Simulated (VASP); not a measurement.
All values below come from PBE GGA, VASP's PBE PAW potentials (set 64) (plane waves; VASP).

A VASP calculation is set up with these files.

### POSCAR
```
C
1.0
  1.2300000000  -2.1304220000   0.0000000000
  1.2300000000   2.1304220000   0.0000000000
  0.0000000000   0.0000000000   6.7100000000
C
4
Direct
  0.0000000000   0.0000000000   0.2500000000
  0.0000000000   0.0000000000   0.7500000000
  0.3333330000   0.6666670000   0.2500000000
  0.6666670000   0.3333330000   0.7500000000
```

INCAR:
```
# general
SYSTEM = C
PREC   = Accurate
ENCUT  = 480   # plane-wave cut-off (eV)
LREAL  = .FALSE.   # projection in real space or not
LASPH  = .TRUE.

# electronic loop
EDIFF  = 1E-6
NELM   = 100
ALGO   = Normal

# smearing
ISMEAR = 1
SIGMA  = 0.1   # width (eV)

# functional
GGA    = PE   # PBE

# ions
IBRION = 2   # conjugate gradients
NSW    = 60
ISIF   = 3   # ions, shape and volume
EDIFFG = -0.01   # ionic stop

# output
LWAVE  = .FALSE.
LCHARG = .FALSE.
```

KPOINTS:
```
Automatic mesh
0
Gamma
15 15 5
0 0 0
```

POTCAR, in this order: C (PBE.64 set). Program: vasp_std.

Problem. What will the output report for the number of irreducible k-points (NKPTS), largest plane-wave count, number of space-group operations, FFT grid (NGX, NGY, NGZ)?

Solution. 
The number of irreducible k-points (NKPTS) comes out as 81 and the largest plane-wave count is 870. The number of space-group operations comes out as 24 and the FFT grid (NGX, NGY, NGZ) is 18 × 18 × 48.

The compound is C in the graphite structure. This run relaxes it. Symmetry was kept, so distortions that lower it aren't found.
